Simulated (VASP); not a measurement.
Data:

```xyz
2
Lattice="0.0000 2.1663 2.1663 2.1663 0.0000 2.1663 2.1663 2.1663 0.0000" Properties=species:S:1:pos:R:3 pbc="T T T"
Ti     0.0000     0.0000     0.0000
C      2.1663     2.1663     2.1663
```

Computed with r2SCAN meta-GGA, VASP's PBE PAW potentials (set 64) (plane waves; VASP). Settings: PREC = Normal, EDIFF = 1E-5, 450 eV cut-off, 16×16×16 Γ-centred mesh, first-order Methfessel-Paxton smearing of 0.10 eV, potentials Ti_sv C.

Q: Estimate the energy per atom (σ→0), band gap (on the k-mesh) with the smallest direct gap where there is one.

A: 
```json
{
  "band gap (on the k-mesh)": "none (metal, semimetal or under 0.01 eV)",
  "energy per atom (σ→0)": "-1199.8 kJ/mol of atoms"
}
```

Total energies compare only between runs with the same potentials, cut-off and functional.

The compound is TiC in the rock salt structure. It was relaxed first.
